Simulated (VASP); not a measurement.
The system is MoS2, a slab with vacuum.

```
CELL_PARAMETERS angstrom
3.15036 0.00000 0.00000
-1.57518 2.72829 0.00000
0.00000 0.00000 33.45430
ATOMIC_POSITIONS crystal
S 0.33333 0.66667 0.27198
S 0.33333 0.66667 0.36563
S 0.66667 0.33333 0.45322
S 0.66667 0.33333 0.54678
S 0.33333 0.66667 0.63437
S 0.33333 0.66667 0.72802
Mo 0.66667 0.33333 0.31883
Mo 0.33333 0.66667 0.50000
Mo 0.66667 0.33333 0.68117
```

Base run:

```yaml
Program: VASP 6.6.1
Functional: PBE
Dispersion: D3(BJ)
Potentials_or_basis: VASP PAW PBE potentials, release 64 (S, Mo_sv)
Cutoff: 520 eV
k_mesh: 6 × 6 × 1
Occupations: gaussian, width 0.03 eV
Spin: no spin polarisation
```

Its results: band gap on the k mesh 1.03 eV, indirect (least direct gap 1.73 eV); largest force 0.009 eV/Å.

Question: The run is repeated on the same cell with these changes: functional from PBE to HSE06; dispersion from D3(BJ) to none. What comes out?

Answer: Band gap on the k mesh 1.62 eV, indirect (least direct gap 2.22 eV); largest force 0.566 eV/Å.

Several settings changed at once, so the effect can't be laid on one alone.

Caveats: the PAW data sets were made with another functional, which shifts forces and pressure a little (some runs).

A k mesh can miss the band edges.

Not every run made on this cell is shown here.
